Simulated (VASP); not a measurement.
OSZICAR of a VASP run on NaCl (rock salt):

### OSZICAR
```
       N       E                     dE             d eps       ncg     rms          rms(c)
DAV:   1     0.867438820386E+02    0.86744E+02   -0.72857E+03   641   0.126E+03
DAV:   2    -0.108128930778E+02   -0.97557E+02   -0.91318E+02   726   0.287E+02
DAV:   3    -0.190618867834E+02   -0.82490E+01   -0.81811E+01   785   0.825E+01
DAV:   4    -0.192518212393E+02   -0.18993E+00   -0.18978E+00   720   0.132E+01
DAV:   5    -0.192554339178E+02   -0.36127E-02   -0.36125E-02   826   0.179E+00    0.299E+00
DAV:   6    -0.139807821103E+02    0.52747E+01   -0.18867E+00   641   0.151E+01    0.154E+00
DAV:   7    -0.152049402572E+02   -0.12242E+01   -0.65451E-01   638   0.797E+00    0.174E+00
DAV:   8    -0.150153908466E+02    0.18955E+00   -0.17841E-01   638   0.436E+00    0.140E+00
DAV:   9    -0.151226427420E+02   -0.10725E+00   -0.21559E-01   638   0.566E+00    0.560E-01
DAV:  10    -0.150217144378E+02    0.10093E+00   -0.31203E-01   638   0.729E+00    0.330E-01
DAV:  11    -0.150336403617E+02   -0.11926E-01   -0.56883E-03   743   0.800E-01    0.197E-01
DAV:  12    -0.150438654432E+02   -0.10225E-01   -0.35309E-03   656   0.734E-01    0.127E-01
DAV:  13    -0.150467889488E+02   -0.29235E-02   -0.24281E-03   644   0.644E-01    0.641E-02
DAV:  14    -0.150466028973E+02    0.18605E-03   -0.36719E-04   656   0.207E-01    0.296E-02
DAV:  15    -0.150468280806E+02   -0.22518E-03   -0.17582E-04   668   0.149E-01    0.660E-03
DAV:  16    -0.150468420451E+02   -0.13965E-04   -0.24103E-06   832   0.216E-02    0.347E-03
DAV:  17    -0.150468427074E+02   -0.66237E-06   -0.83781E-07   674   0.119E-02    0.311E-03
DAV:  18    -0.150468432330E+02   -0.52553E-06   -0.21868E-07   746   0.503E-03    0.210E-03
DAV:  19    -0.150468434014E+02   -0.16840E-06   -0.11147E-07   665   0.373E-03    0.158E-03
DAV:  20    -0.150468442513E+02   -0.84994E-06   -0.25980E-08   361   0.180E-03    0.866E-04
DAV:  21    -0.150468441435E+02    0.10782E-06   -0.22566E-08   337   0.119E-03    0.286E-04
DAV:  22    -0.150468444283E+02   -0.28482E-06   -0.71211E-09   337   0.978E-04    0.771E-05
DAV:  23    -0.150468443853E+02    0.43015E-07   -0.41953E-10   337   0.310E-04
   1 F= -.15046844E+02 E0= -.15046844E+02  d E =-.987262E-14
```

**Question.** Which electronic solver shows in the log?

**Answer.** It is blocked Davidson (ALGO = Normal, or the opening steps of other solvers). The INCAR had ALGO = Normal.

**Question.** Can the final energy be trusted as converged?

**Answer.** Self-consistency was reached. It stopped with EDIFF = 1E-7, NELM = 100 (MS2 meta-GGA, plane waves, VASP's PBE PAW potentials (set 64)).

The compound is NaCl in the rock salt structure. This cell is one point of a volume scan, at 0.94 of the reference volume.
